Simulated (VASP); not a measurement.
Input:

```
AlCo
1.0
    2.86000     0.00000     0.00000
    0.00000     2.86000     0.00000
    0.00000     0.00000     2.86000
Al Co
1 1
Direct
  0.50000   0.50000   0.50000
  0.00000   0.00000   0.00000
```

The numbers are results of PBE GGA, VASP's PBE PAW potentials (set 64) (plane waves; VASP), not measurements. Numerical set-up: 400 eV cut-off, 10×10×10 Γ-centred mesh, first-order Methfessel-Paxton smearing of 0.10 eV, potentials Al Co.

Task: Give the stress tensor in GPa (positive for a compressed cell).

Result: 
```
-1.92   0.00   0.00
 0.00  -1.92   0.00
 0.00   0.00  -1.92
```
The pressure is its mean diagonal, -1.92 GPa.

The compound is CoAl in the CsCl type structure. The cell was not relaxed at this level. The run is not spin-polarised, so no magnetic state was tried.
